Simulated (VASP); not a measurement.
Calculation: PBE GGA, VASP's PBE PAW potentials (set 64) (plane waves; VASP).

Input for VASP

POSCAR:
```
TeW
1.0
  0.0000000000   3.0144170000   3.0144170000
  3.0144170000   0.0000000000   3.0144170000
  3.0144170000   3.0144170000   0.0000000000
Te W
1 1
Cartesian
  0.0000000000   0.0000000000   0.0000000000
  3.0144170000   3.0144170000   3.0144170000
```

INCAR:
```
SYSTEM = TeW
PREC = Accurate
ENCUT = 400
EDIFF = 1E-6
NELM = 100
ALGO = Normal
LREAL = .FALSE.
LASPH = .TRUE.
ISMEAR = 0
SIGMA = 0.05
GGA = PE
LMAXMIX = 6
LWAVE = .FALSE.
LCHARG = .FALSE.
ISIF = 2
NELECT = 20.1
```

**KPOINTS**
```
Automatic mesh
0
Gamma
 7 7 7
0 0 0
```

POTCAR, in this order: Te W_sv (PBE.64 set). Program: vasp_std.

The cell is charged, with a uniform compensating background. Unless said otherwise, spin-orbit coupling is left out, though it shifts the bands of the heavy elements here.

Estimate the energy per atom (σ→0), pressure, band gap (on the k-mesh).

```
Quantity                                                    Result
------------------------  ----------------------------------------
energy per atom (σ→0)                               -5.830 eV/atom
band gap (on the k-mesh)  none (metal, semimetal or under 0.01 eV)
pressure                                                -12.24 GPa
```

**OSZICAR**
```
...
DAV:   7    -0.116730294488E+02    0.39473E-01   -0.21587E-01   596   0.292E+00    0.195E+00
DAV:   8    -0.116653573659E+02    0.76721E-02   -0.40600E-02   680   0.128E+00    0.496E-01
DAV:   9    -0.116654542434E+02   -0.96878E-04   -0.70388E-04   720   0.213E-01    0.322E-01
DAV:  10    -0.116654678296E+02   -0.13586E-04   -0.45580E-04   638   0.209E-01    0.439E-02
DAV:  11    -0.116654713098E+02   -0.34802E-05   -0.18755E-05   602   0.428E-02    0.842E-03
DAV:  12    -0.116654694123E+02    0.18975E-05   -0.15526E-06   382   0.102E-02    0.158E-03
DAV:  13    -0.116654692885E+02    0.12384E-06   -0.13041E-07   280   0.371E-03
   1 F= -.11665469E+02 E0= -.11660123E+02  d E =-.106933E-01
```

The structure was generated: TeW was put into the rocksalt type (Fm-3m), which need not be its known phase. The cell was not relaxed at this level. The run is one of a series of settings (NELECT = 20.1 against the base run), some of them coarse on purpose.
